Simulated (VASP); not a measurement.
The input files of a VASP run:

File POSCAR:
```
FeO
1
    4.4166000000     2.2083000000     2.2083000000
    2.2083000000     4.4166000000     2.2083000000
    2.2083000000     2.2083000000     4.4166000000
Fe O
2 2
Direct
  0.0000000000   0.0000000000   0.0000000000
  0.5000000000   0.5000000000   0.5000000000
  0.2500000000   0.2500000000   0.2500000000
  0.7500000000   0.7500000000   0.7500000000
```

### INCAR
```
SYSTEM = FeO
PREC = Accurate
ENCUT = 520
EDIFF = 1E-6
NELM = 100
ALGO = Normal
LREAL = .FALSE.
LASPH = .TRUE.
ISMEAR = 0
SIGMA = 0.05
GGA = PE
LMAXMIX = 4
ISPIN = 2
MAGMOM = 4.0 -4.0 0.0 0.0
LORBIT = 10
LWAVE = .FALSE.
LCHARG = .FALSE.
ISIF = 2
```

File KPOINTS:
```
Automatic mesh
0
Gamma
6 6 6
0 0 0
```

POTCAR, in this order: Fe O (PBE.64 set). Program: vasp_gam.

Output of the run:

standard output:
```
 POSCAR found type information on POSCAR FeO
 POSCAR found :  2 types and       4 ions
 Reading from existing POTCAR
 Reading from existing POTCAR
 LDA part: xc-table for (Slater+PW92), standard interpolation

 -----------------------------------------------------------------------------
|                                                                             |
|     EEEEEEE  RRRRRR   RRRRRR   OOOOOOO  RRRRRR      ###     ###     ###     |
|     E        R     R  R     R  O     O  R     R     ###     ###     ###     |
|     E        R     R  R     R  O     O  R     R     ###     ###     ###     |
|     EEEEE    RRRRRR   RRRRRR   O     O  RRRRRR       #       #       #      |
|     E        R   R    R   R    O     O  R   R                               |
|     E        R    R   R    R   O     O  R    R      ###     ###     ###     |
|     EEEEEEE  R     R  R     R  OOOOOOO  R     R     ###     ###     ###     |
|                                                                             |
|     You are using the Gamma-point-only version with more than one           |
|     k-point or some other non-Gamma k-point.                                |
|                                                                             |
|       ---->  I REFUSE TO CONTINUE WITH THIS SICK JOB ... BYE!!! <----       |
|                                                                             |
 -----------------------------------------------------------------------------
```

Read input and log: which fault does this run have?
A. NELM is too small, so the electronic loop ends before EDIFF is met
B. the mesh has unequal divisions along equivalent axes and breaks the lattice's symmetry
C. ISPIN is misspelt, so the run is not spin-polarised
D. the Γ-only program was given a k-mesh

D, the Γ-only program was given a k-mesh. VASP stops with an error: You are using the Gamma-point-only version with more than one k-point or some other non-Gamma k-point. ----> I REFUSE TO CONTINUE WITH THIS SICK JOB ... BYE!!! <----

To mend it, run vasp_std.

The mended run (PBE GGA, plane waves, VASP's PBE PAW potentials (set 64)) converges, and its OSZICAR ends with
```
   1 F= -.29673267E+02 E0= -.29671021E+02  d E =-.449267E-02  mag=    -0.0000
```

The compound is FeO in the rock salt, AFM-II order structure. The cell was not relaxed at this level.
